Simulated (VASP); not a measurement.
An input for Quantum ESPRESSO's pw.x (written as the equivalent of a VASP run, and not itself run):

```
&CONTROL
  calculation = 'vc-relax'
  pseudo_dir = './pseudo'
  outdir = './out'
  tprnfor = .true.
  tstress = .true.
  nstep = 30
  forc_conv_thr = 0.00039
/
&SYSTEM
  ibrav = 0
  nat = 3
  ntyp = 2
  ecutwfc = 86
  occupations = 'smearing'
  smearing = 'gaussian'
  degauss = 0.003675
  input_dft = 'pbe'
  vdw_corr = 'grimme-d3'
  dftd3_version = 4
  dftd3_threebody = .false.
/
&ELECTRONS
  conv_thr = 7.3e-09
  electron_maxstep = 100
/
&IONS
/
&CELL
  cell_dofree = 'shape'
/
ATOMIC_SPECIES
  Sn 118.710 Sn.upf
  Se 78.971 Se.upf
CELL_PARAMETERS angstrom
     1.9407379   -3.3614569    0.0000000
     1.9407379    3.3614569    0.0000000
     0.0000000    0.0000000    6.0609455
ATOMIC_POSITIONS crystal
  Sn   0.0000000  0.0000000  0.0000000
  Se   0.3333330  0.6666670  0.2654915
  Se   0.6666670  0.3333330  0.7345085
K_POINTS automatic
  7 7 4 0 0 0
```

**Question.** Translate this input to VASP (INCAR, KPOINTS, POSCAR, choice of POTCAR).

**Answer.** One answer among several that fit: 
### POSCAR
```
SnSe2
1
    1.9407379392    -3.3614569340     0.0000000000
    1.9407379392     3.3614569340     0.0000000000
    0.0000000000     0.0000000000     6.0609454604
Sn Se
1 2
Direct
  0.0000000000   0.0000000000   0.0000000000
  0.3333330000   0.6666670000   0.2654915408
  0.6666670000   0.3333330000   0.7345084592
```

### INCAR
```
SYSTEM = SnSe2
PREC = Accurate; ENCUT = 520; LREAL = F
LASPH = T
EDIFF = 1E-7; NELM = 100; ALGO = Normal
LMAXMIX = 4
ISMEAR = 0; SIGMA = 0.05
GGA = PE; IVDW = 12
IBRION = 2; NSW = 30; ISIF = 4
EDIFFG = -0.01
LWAVE = F; LCHARG = F
```

KPOINTS:
```
Automatic mesh
0
Gamma
7 7 4
0 0 0
```

POTCAR, in this order: Sn_d Se (PBE.64 set). Program: vasp_std.

What does not carry over: the potentials are each code's own (VASP's PAW set, PseudoDojo norm-conserving files in pw.x), so ENCUT and ecutwfc are chosen apart and not converted; conv_thr bounds pw.x's estimated SCF error, while EDIFF bounds the energy change between steps; forc_conv_thr acts on force components and is met together with etot_conv_thr.

The compound is SnSe2 in the 1T layered structure. This cell is one point of a volume scan, at 1.03 of the reference volume. Symmetry was kept, so distortions that lower it aren't found.
